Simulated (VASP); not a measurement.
```xyz
2
Lattice="0.0000 3.0817 3.0817 3.0817 0.0000 3.0817 3.0817 3.0817 0.0000" Properties=species:S:1:pos:R:3 pbc="T T T"
Pb     0.0000     0.0000     0.0000
Se     3.0817     3.0817     3.0817
```

Computed with revTPSS meta-GGA, VASP's PBE PAW potentials (set 64) (plane waves; VASP 6.6.1). Run with 520 eV cut-off, 7×7×7 Γ-centred mesh, Gaussian smearing of 0.050 eV, potentials Pb_d Se.

Q: Predict the energy per atom (σ→0).

A: 
| Item | Value |
|---|---|
| energy per atom (σ→0) | 21.508 eV/atom |

The compound is PbSe in the rock salt structure. It was relaxed first. The start is the result of an earlier pass.
